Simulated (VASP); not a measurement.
# NbSi with PW91: from relaxation to properties, part 3 of 4

What structure does NbSi take at this level, and what are its properties? The cell is invented: it takes the structure of COD entry 1010654, TaC (space group 225 there), with all of its atoms replaced by other elements, volume scaled by an estimate. It may not be a known or stable phase.

VASP 6.6.1, plane waves and PAW; the level of theory is named at each step.

So far. Step 6 (Density of states (PW91)): The finer mesh and the other smearing move the Fermi level by +0.07 eV from the 9×9×9 run, one measure of the sampling error in the zero of the bands above. Of the states within 0.3 eV of the Fermi level, the largest shares in the PAW spheres are Nb d 51 % and Si p 8 %. The rest lies in smaller channels or between the spheres. Step 7 (Starting orbitals for the hybrid): The run ends at a pressure of -0.26 GPa.

## (8) Bands along the symmetry lines (HSE06)

This step: HSE06; plane waves and PAW (Nb_sv, Si); invented cell (VASP 6.6.1).

HSE06 mixes in a quarter of exact exchange at short range, at far higher cost; in semiconductors this cures much of the gap error, while metals seldom gain.

File INCAR:

```
SYSTEM = NbSi
PREC = Accurate
ENCUT = 400
EDIFF = 1E-06
NELM = 100
ISMEAR = -1
SIGMA = 0.05
LREAL = .FALSE.
ALGO = Normal
LHFCALC = .TRUE.
AEXX = 0.25
GGA = PE
HFSCREEN = 0.2
LASPH = .TRUE.
PRECFOCK = Fast
LORBIT = 11
LWAVE = .FALSE.
LCHARG = .FALSE.
```

File POSCAR:

```
NbSi
1.0
    0.0000000000      2.5743356119      2.5743356119
    2.5743356119      0.0000000000      2.5743356119
    2.5743356119      2.5743356119      0.0000000000
Nb Si
1 1
Direct
    0.0000000000      0.0000000000      0.0000000000
    0.5000000000      0.5000000000      0.5000000000
```

File KPOINTS:

```
Automatic mesh
0
Gamma
5 5 5
0 0 0
```

File KPOINTS_OPT:

```
Line mode
10
Line-mode
Reciprocal
  0.00000000   0.00000000   0.00000000 GAMMA
  0.50000000   0.00000000   0.50000000 X

  0.50000000   0.00000000   0.50000000 X
  0.50000000   0.25000000   0.75000000 W

  0.50000000   0.25000000   0.75000000 W
  0.37500000   0.37500000   0.75000000 K

  0.37500000   0.37500000   0.75000000 K
  0.00000000   0.00000000   0.00000000 GAMMA

  0.00000000   0.00000000   0.00000000 GAMMA
  0.50000000   0.50000000   0.50000000 L

  0.50000000   0.50000000   0.50000000 L
  0.62500000   0.25000000   0.62500000 U

  0.62500000   0.25000000   0.62500000 U
  0.50000000   0.25000000   0.75000000 W

  0.50000000   0.25000000   0.75000000 W
  0.50000000   0.50000000   0.50000000 L

  0.50000000   0.50000000   0.50000000 L
  0.37500000   0.37500000   0.75000000 K

  0.62500000   0.25000000   0.62500000 U
  0.50000000   0.00000000   0.50000000 X
```

The projector-augmented-wave data sets are Nb_sv and Si (PBE family, release 64).

The run starts from files that an earlier step left in the folder.

The run is started by

```
mpirun -np 1 vasp_std
```

The log of the run:

```text
[banner, memory and clock lines left out]
running    1 mpi-ranks, on    1 nodes
[...]
LDA part: xc-table for (Slater+PW92), standard interpolation
 found WAVECAR, reading the header
 POSCAR, INCAR and KPOINTS ok, starting setup
[...]
reading WAVECAR
 the WAVECAR file was read successfully
 initial charge from wavefunction
 entering main loop
       N       E                     dE             d eps       ncg     rms          rms(c)
DAV:   1    -0.187108464867E+02   -0.18711E+02   -0.47707E-01   356   0.709E+00    0.314E+00
DAV:   2    -0.186977193657E+02    0.13127E-01   -0.33754E-02   324   0.234E+00    0.184E+00
DAV:   3    -0.186965280407E+02    0.11913E-02   -0.18786E-02   364   0.126E+00    0.104E+00
DAV:   4    -0.186968743326E+02   -0.34629E-03   -0.89696E-04   268   0.233E-01    0.598E-01
DAV:   5    -0.186966229334E+02    0.25140E-03   -0.38826E-04   292   0.188E-01    0.331E-01
DAV:   6    -0.186966193920E+02    0.35413E-05   -0.12823E-04   316   0.760E-02    0.186E-01
DAV:   7    -0.186966126487E+02    0.67433E-05   -0.86151E-06   324   0.309E-02    0.105E-01
DAV:   8    -0.186966085731E+02    0.40756E-05   -0.65039E-06   340   0.233E-02    0.586E-02
DAV:   9    -0.186966079629E+02    0.61030E-06   -0.85217E-07   132   0.748E-03
   1 F= -.18696608E+02 E0= -.18687897E+02  d E =-.174226E-01
 Start KPOINTS_OPT (optional k-point list driver)
k-point batch [1-10\100]
       N       E                     dE             ncg
DAV:   1    -0.435243096371E+03   -0.32185E+04      240
DAV:   2    -0.180790918401E+04   -0.13727E+04      284
DAV:   3    -0.189164635250E+04   -0.83737E+02      356
DAV:   4    -0.189889239302E+04   -0.72460E+01      392
[...]
DAV:   9    -0.189944937362E+04   -0.42868E-04      328
DAV:  10    -0.189944937915E+04   -0.55294E-05      248
DAV:  11    -0.189944937998E+04   -0.83261E-06      204
[...]
k-point batch [81-90\100]
       N       E                     dE             ncg
DAV:   1    -0.581520874354E+03   -0.58161E+04      240
DAV:   2    -0.188422648274E+04   -0.13027E+04      292
DAV:   3    -0.196612976225E+04   -0.81903E+02      356
```

The job ended after 21 min (1 MPI rank of Intel Xeon Platinum 8488C (Sapphire Rapids), shared host).

The run was cut off at its time limit.

The self-consistent loop had finished, and the limit fell in the path of KPOINTS_OPT; fewer path points or more time would be the way on.

## (9) Volume scan with PW91

This step: PW91; plane waves and PAW (Nb_sv, Si); invented cell (VASP 6.6.1).

An equation of state needs energies on both sides of the minimum, all on one mesh and cutoff.

File INCAR:

```
SYSTEM = NbSi
PREC = Accurate
ENCUT = 400
EDIFF = 1E-06
NELM = 100
ISMEAR = -1
SIGMA = 0.05
LREAL = .FALSE.
ALGO = Normal
GGA = 91
LORBIT = 11
LWAVE = .FALSE.
LCHARG = .FALSE.
ISIF = 2
```

File POSCAR:

```
NbSi
1.0
    0.0000000000      2.5217834046      2.5217834046
    2.5217834046      0.0000000000      2.5217834046
    2.5217834046      2.5217834046      0.0000000000
Nb Si
1 1
Direct
    0.0000000000      0.0000000000      0.0000000000
    0.5000000000      0.5000000000      0.5000000000
```

File KPOINTS:

```
Automatic mesh
0
Gamma
9 9 9
0 0 0
```

The run is started by

```
mpirun -np 1 vasp_std
```

The log of the run:

```text
[... set-up lines as in an earlier step ...]
 entering main loop
       N       E                     dE             d eps       ncg     rms          rms(c)
DAV:   1     0.107925951447E+03    0.10793E+03   -0.76306E+03   840   0.111E+03
DAV:   2    -0.114913241934E+02   -0.11942E+03   -0.11531E+03  1032   0.381E+02
DAV:   3    -0.168062391294E+02   -0.53149E+01   -0.51701E+01  1244   0.645E+01
DAV:   4    -0.171547619590E+02   -0.34852E+00   -0.34725E+00  1288   0.170E+01
DAV:   5    -0.171634081502E+02   -0.86462E-02   -0.86426E-02  1256   0.242E+00    0.960E+00
DAV:   6    -0.159809454972E+02    0.11825E+01   -0.49294E+00  1344   0.197E+01    0.293E+00
DAV:   7    -0.159865455010E+02   -0.56000E-02   -0.10713E-01  1104   0.304E+00    0.177E+00
DAV:   8    -0.159879666397E+02   -0.14211E-02   -0.23512E-02  1576   0.122E+00    0.346E-01
DAV:   9    -0.159878493096E+02    0.11733E-03   -0.45569E-04  1012   0.187E-01    0.145E-01
DAV:  10    -0.159878751405E+02   -0.25831E-04   -0.18481E-04  1168   0.178E-01    0.205E-02
DAV:  11    -0.159878739655E+02    0.11750E-05   -0.86663E-06  1112   0.347E-02    0.127E-02
DAV:  12    -0.159878722551E+02    0.17104E-05   -0.17005E-06   676   0.202E-02    0.316E-03
DAV:  13    -0.159878724236E+02   -0.16856E-06   -0.27601E-07   560   0.962E-03
   1 F= -.15987872E+02 E0= -.15982163E+02  d E =-.114188E-01
```

Elapsed: 7.8 s, on 1 MPI rank; peak memory 0.14 GiB.

OUTCAR, selected parts (step 9):

```text
   ENCUT  =  400.0 eV  29.40 Ry    5.42 a.u.   5.82  5.82  5.82*2*pi/ulx,y,z

   NELECT =      17.0000    total number of electrons

 E-fermi :  11.0300

 k-point     1 :       0.0000    0.0000    0.0000
  band No.  band energies     occupation
    ...
      6       9.6615      2.00000
      7       9.6615      2.00000
      8       9.6615      2.00000
      9      10.2642      2.00000
     10      10.2642      2.00000
     11      13.6180      0.00000
     12      13.6180      0.00000

  Total        2.1065498      2.1065498      2.1065498     -0.0000000     -0.0000000     -0.0000000
  in kB      105.2274335    105.2274335    105.2274335     -0.0000000     -0.0000000     -0.0000000
  external PRESSURE =     105.2274335 kB  Pullay stress =       0.0000000 kB

 POSITION                                       TOTAL-FORCE (eV/Angst)
 -----------------------------------------------------------------------------------
      0.00000      0.00000      0.00000         0.000000     -0.000000      0.000000
      2.52178      2.52178      2.52178         0.000000      0.000000     -0.000000
 -----------------------------------------------------------------------------------
    total drift:                                0.000000     -0.000000     -0.000000

  FREE ENERGIE OF THE ION-ELECTRON SYSTEM (eV)
  ---------------------------------------------------
  free  energy   TOTEN  =       -15.9878724236 eV

  energy  without entropy=      -15.9764536587  energy(sigma->0) =      -15.98216304

[... 4 parts as in an earlier step ...]

[... 12 further parts left out ...]
```

The scan keeps the cell's shape and the fractional positions fixed.

This step gave:

* SCF cycles: 13
* irreducible k-points: 35
* free energy (TOTEN): -15.99 eV
* energy at zero smearing: -15.98 eV
* Fermi energy: 11.03 eV
* pressure: 10.52 GPa

The pressure here is 10.52 GPa.

## (10) Volume scan with PW91 (run 2)

INCAR is that of step 9.

File POSCAR:

```
NbSi
1.0
    0.0000000000      2.5395430278      2.5395430278
    2.5395430278      0.0000000000      2.5395430278
    2.5395430278      2.5395430278      0.0000000000
Nb Si
1 1
Direct
    0.0000000000      0.0000000000      0.0000000000
    0.5000000000      0.5000000000      0.5000000000
```

KPOINTS is that of step 9.

The run is started by

```
mpirun -np 1 vasp_std
```

The log of the run:

```text
[... set-up lines as in an earlier step ...]
 entering main loop
       N       E                     dE             d eps       ncg     rms          rms(c)
DAV:   1     0.103866828855E+03    0.10387E+03   -0.76060E+03   840   0.110E+03
DAV:   2    -0.119730215888E+02   -0.11584E+03   -0.11204E+03  1044   0.375E+02
DAV:   3    -0.170008275794E+02   -0.50278E+01   -0.48103E+01  1316   0.628E+01
DAV:   4    -0.172287068139E+02   -0.22788E+00   -0.22696E+00  1160   0.139E+01
DAV:   5    -0.172372854192E+02   -0.85786E-02   -0.85737E-02  1344   0.242E+00    0.933E+00
DAV:   6    -0.160201482553E+02    0.12171E+01   -0.51505E+00  1336   0.199E+01    0.280E+00
DAV:   7    -0.160247937905E+02   -0.46455E-02   -0.10154E-01  1056   0.308E+00    0.170E+00
DAV:   8    -0.160259422712E+02   -0.11485E-02   -0.22475E-02  1600   0.120E+00    0.328E-01
DAV:   9    -0.160258713675E+02    0.70904E-04   -0.48995E-04  1008   0.199E-01    0.134E-01
DAV:  10    -0.160258983424E+02   -0.26975E-04   -0.14920E-04  1224   0.161E-01    0.176E-02
DAV:  11    -0.160258972903E+02    0.10521E-05   -0.56429E-06  1096   0.273E-02    0.114E-02
DAV:  12    -0.160258956458E+02    0.16444E-05   -0.14200E-06   680   0.188E-02    0.303E-03
DAV:  13    -0.160258958152E+02   -0.16939E-06   -0.21843E-07   568   0.855E-03
   1 F= -.16025896E+02 E0= -.16020309E+02  d E =-.111733E-01
```

It took 5.8 s on 1 MPI rank; peak memory 0.13 GiB.

OUTCAR, selected parts (step 10):

```text
   ENCUT  =  400.0 eV  29.40 Ry    5.42 a.u.   5.86  5.86  5.86*2*pi/ulx,y,z

   NELECT =      17.0000    total number of electrons

 E-fermi :  10.7425

 k-point     1 :       0.0000    0.0000    0.0000
  band No.  band energies     occupation
    ...
      6       9.4259      2.00000
      7       9.4259      2.00000
      8       9.4259      2.00000
      9      10.0024      2.00000
     10      10.0024      2.00000
     11      13.2745      0.00000
     12      13.2745      0.00000

  Total        1.3649938      1.3649938      1.3649938      0.0000000     -0.0000000      0.0000000
  in kB       66.7643374     66.7643374     66.7643374      0.0000000     -0.0000000      0.0000000
  external PRESSURE =      66.7643374 kB  Pullay stress =       0.0000000 kB

 POSITION                                       TOTAL-FORCE (eV/Angst)
 -----------------------------------------------------------------------------------
      0.00000      0.00000      0.00000         0.000000      0.000000      0.000000
      2.53954      2.53954      2.53954        -0.000000      0.000000     -0.000000
 -----------------------------------------------------------------------------------
    total drift:                                0.000000     -0.000000     -0.000000

  FREE ENERGIE OF THE ION-ELECTRON SYSTEM (eV)
  ---------------------------------------------------
  free  energy   TOTEN  =       -16.0258958152 eV

  energy  without entropy=      -16.0147224725  energy(sigma->0) =      -16.02030914

[... 4 parts as in an earlier step ...]

[... 12 further parts left out ...]
```

This step gave:

* free energy (TOTEN): -16.03 eV
* energy at zero smearing: -16.02 eV
* Fermi energy: 10.74 eV
* pressure: 6.676 GPa

The pressure falls from 10.52 to 6.68 GPa.

The run ends at a pressure of 6.68 GPa.

## (11) Volume scan with PW91 (run 3)

INCAR is that of step 10.

File POSCAR:

```
NbSi
1.0
    0.0000000000      2.5570576711      2.5570576711
    2.5570576711      0.0000000000      2.5570576711
    2.5570576711      2.5570576711      0.0000000000
Nb Si
1 1
Direct
    0.0000000000      0.0000000000      0.0000000000
    0.5000000000      0.5000000000      0.5000000000
```

KPOINTS is that of step 10.

The run is started by

```
mpirun -np 1 vasp_std
```

The log of the run:

```text
[... set-up lines as in an earlier step ...]
 entering main loop
       N       E                     dE             d eps       ncg     rms          rms(c)
DAV:   1     0.109746481863E+03    0.10975E+03   -0.76440E+03   840   0.109E+03
DAV:   2    -0.109605027331E+02   -0.12071E+03   -0.11662E+03   992   0.380E+02
DAV:   3    -0.170096185893E+02   -0.60491E+01   -0.58047E+01  1332   0.662E+01
DAV:   4    -0.172838141674E+02   -0.27420E+00   -0.27033E+00  1200   0.141E+01
[...]
DAV:   9    -0.160480253158E+02    0.32617E-04   -0.55434E-04  1024   0.213E-01    0.129E-01
DAV:  10    -0.160480527255E+02   -0.27410E-04   -0.13320E-04  1216   0.153E-01    0.153E-02
DAV:  11    -0.160480518735E+02    0.85197E-06   -0.47945E-06  1080   0.238E-02
   1 F= -.16048052E+02 E0= -.16042627E+02  d E =-.108491E-01
```

Elapsed: 6.4 s, on 1 MPI rank; peak memory 0.14 GiB.

From OUTCAR (step 11):

```text
  Total        0.6585136      0.6585136      0.6585136      0.0000000     -0.0000000     -0.0000000
  in kB       31.5517710     31.5517710     31.5517710      0.0000000     -0.0000000     -0.0000000
  external PRESSURE =      31.5517710 kB  Pullay stress =       0.0000000 kB

 POSITION                                       TOTAL-FORCE (eV/Angst)
 -----------------------------------------------------------------------------------
      0.00000      0.00000      0.00000         0.000000      0.000000      0.000000
      2.55706      2.55706      2.55706        -0.000000     -0.000000     -0.000000
 -----------------------------------------------------------------------------------
    total drift:                                0.000000     -0.000000     -0.000000

  FREE ENERGIE OF THE ION-ELECTRON SYSTEM (eV)
  ---------------------------------------------------
  free  energy   TOTEN  =       -16.0480518735 eV

  energy  without entropy=      -16.0372028218  energy(sigma->0) =      -16.04262735

[... 1 part as in an earlier step ...]

[... 2 further parts left out ...]
[key lines of the parts left out:]
E-fermi :  10.4667
```

The pressure falls from 6.68 to 3.16 GPa.

The run ends at a pressure of 3.16 GPa.

## (12) Volume scan with PW91 (run 4)

INCAR is that of step 11.

File POSCAR:

```
NbSi
1.0
    0.0000000000      2.5743356119      2.5743356119
    2.5743356119      0.0000000000      2.5743356119
    2.5743356119      2.5743356119      0.0000000000
Nb Si
1 1
Direct
    0.0000000000      0.0000000000      0.0000000000
    0.5000000000      0.5000000000      0.5000000000
```

KPOINTS is that of step 11.

The run is started by

```
mpirun -np 1 vasp_std
```

The log of the run:

```text
[... set-up lines as in an earlier step ...]
 entering main loop
       N       E                     dE             d eps       ncg     rms          rms(c)
[... 11 cycles as in an earlier step ...]
   1 F= -.16056308E+02 E0= -.16051050E+02  d E =-.105162E-01
```

The job ended after 6 s (1 MPI rank; peak memory 0.14 GiB).

From OUTCAR (step 12):

```text
[... 6 parts as in an earlier step ...]

[... 1 further part left out ...]
[key lines of the parts left out:]
E-fermi :  10.2016
```

The pressure falls from 3.16 to -0.01 GPa.

The run ends at a pressure of -0.01 GPa.

## (13) Volume scan with PW91 (run 5)

INCAR is that of step 12.

File POSCAR:

```
NbSi
1.0
    0.0000000000      2.5913846890      2.5913846890
    2.5913846890      0.0000000000      2.5913846890
    2.5913846890      2.5913846890      0.0000000000
Nb Si
1 1
Direct
    0.0000000000      0.0000000000      0.0000000000
    0.5000000000      0.5000000000      0.5000000000
```

KPOINTS is that of step 12.

The run is started by

```
mpirun -np 1 vasp_std
```

The log of the run:

```text
[... set-up lines as in an earlier step ...]
 entering main loop
       N       E                     dE             d eps       ncg     rms          rms(c)
DAV:   1     0.108025253660E+03    0.10803E+03   -0.75322E+03   848   0.108E+03
DAV:   2    -0.115041808890E+02   -0.11953E+03   -0.11527E+03  1024   0.376E+02
DAV:   3    -0.170294802902E+02   -0.55253E+01   -0.53274E+01  1308   0.647E+01
DAV:   4    -0.173553983084E+02   -0.32592E+00   -0.32430E+00  1240   0.162E+01
[...]
DAV:   9    -0.160514393457E+02   -0.31027E-04   -0.81621E-04  1080   0.249E-01    0.128E-01
DAV:  10    -0.160514624175E+02   -0.23072E-04   -0.14998E-04  1128   0.155E-01    0.107E-02
DAV:  11    -0.160514621285E+02    0.28902E-06   -0.54102E-06  1172   0.265E-02
   1 F= -.16051462E+02 E0= -.16046354E+02  d E =-.102165E-01
```

Wall time 8.8 s (1 MPI rank); peak memory 0.14 GiB.

From OUTCAR (step 13):

```text
  Total       -0.6260429     -0.6260429     -0.6260429      0.0000000      0.0000000      0.0000000
  in kB      -28.8196731    -28.8196731    -28.8196731      0.0000000      0.0000000      0.0000000
  external PRESSURE =     -28.8196731 kB  Pullay stress =       0.0000000 kB

 POSITION                                       TOTAL-FORCE (eV/Angst)
 -----------------------------------------------------------------------------------
      0.00000      0.00000      0.00000        -0.000000      0.000000     -0.000000
      2.59138      2.59138      2.59138         0.000000     -0.000000      0.000000
 -----------------------------------------------------------------------------------
    total drift:                                0.000000     -0.000000     -0.000000

  FREE ENERGIE OF THE ION-ELECTRON SYSTEM (eV)
  ---------------------------------------------------
  free  energy   TOTEN  =       -16.0514621285 eV

  energy  without entropy=      -16.0412456750  energy(sigma->0) =      -16.04635390

[... 1 part as in an earlier step ...]

[... 2 further parts left out ...]
[key lines of the parts left out:]
E-fermi :   9.9468
```

The pressure falls from -0.01 to -2.88 GPa.

The run ends at a pressure of -2.88 GPa.

## (14) Volume scan with PW91 (run 6)

INCAR is that of step 13.

File POSCAR:

```
NbSi
1.0
    0.0000000000      2.6082123338      2.6082123338
    2.6082123338      0.0000000000      2.6082123338
    2.6082123338      2.6082123338      0.0000000000
Nb Si
1 1
Direct
    0.0000000000      0.0000000000      0.0000000000
    0.5000000000      0.5000000000      0.5000000000
```

KPOINTS is that of step 13.

The run is started by

```
mpirun -np 1 vasp_std
```

The log of the run:

```text
[... set-up lines as in an earlier step ...]
 entering main loop
       N       E                     dE             d eps       ncg     rms          rms(c)
DAV:   1     0.103238891245E+03    0.10324E+03   -0.74958E+03   848   0.107E+03
DAV:   2    -0.116766519043E+02   -0.11492E+03   -0.11135E+03  1024   0.374E+02
DAV:   3    -0.171329097517E+02   -0.54563E+01   -0.53197E+01  1364   0.642E+01
DAV:   4    -0.173733864626E+02   -0.24048E+00   -0.23913E+00  1172   0.133E+01
[...]
DAV:  10    -0.160350862670E+02   -0.30499E-04   -0.21049E-04  1216   0.176E-01    0.128E-02
DAV:  11    -0.160350844447E+02    0.18223E-05   -0.51980E-06  1088   0.249E-02    0.574E-03
DAV:  12    -0.160350837438E+02    0.70089E-06   -0.70660E-07   688   0.130E-02
   1 F= -.16035084E+02 E0= -.16030090E+02  d E =-.998789E-02
```

Run time: 6.6 s. Hardware: 1 MPI rank; peak memory 0.14 GiB.

From OUTCAR (step 14):

```text
  Total       -1.2000175     -1.2000175     -1.2000175      0.0000000      0.0000000      0.0000000
  in kB      -54.1800402    -54.1800402    -54.1800402      0.0000000      0.0000000      0.0000000
  external PRESSURE =     -54.1800402 kB  Pullay stress =       0.0000000 kB

 POSITION                                       TOTAL-FORCE (eV/Angst)
 -----------------------------------------------------------------------------------
      0.00000      0.00000      0.00000        -0.000000      0.000000      0.000000
      2.60821      2.60821      2.60821         0.000000     -0.000000     -0.000000
 -----------------------------------------------------------------------------------
    total drift:                                0.000000     -0.000000     -0.000000

  FREE ENERGIE OF THE ION-ELECTRON SYSTEM (eV)
  ---------------------------------------------------
  free  energy   TOTEN  =       -16.0350837438 eV

  energy  without entropy=      -16.0250958529  energy(sigma->0) =      -16.03008980

[... 1 part as in an earlier step ...]

[... 2 further parts left out ...]
[key lines of the parts left out:]
E-fermi :   9.7008
```

The pressure falls from -2.88 to -5.42 GPa.

The run ends at a pressure of -5.42 GPa.

(Part 3 of 4 ends here.)

[Lines on the potential files, build, host, timing and source positions are cut from VASP's logs without a mark.]

[Logs are printed without paths, hosts, clocks, repeated set-up lines and the standing remarks that a program may print on its own settings, such as how far it seeks lower states.]

[Hosts, paths, dates, database ids (printed as entryN), source tags and the programs' standing remarks are cut or masked in the printed files.]

[A measured line is paired with the nearest computed mode of its activity, which favours agreement.]
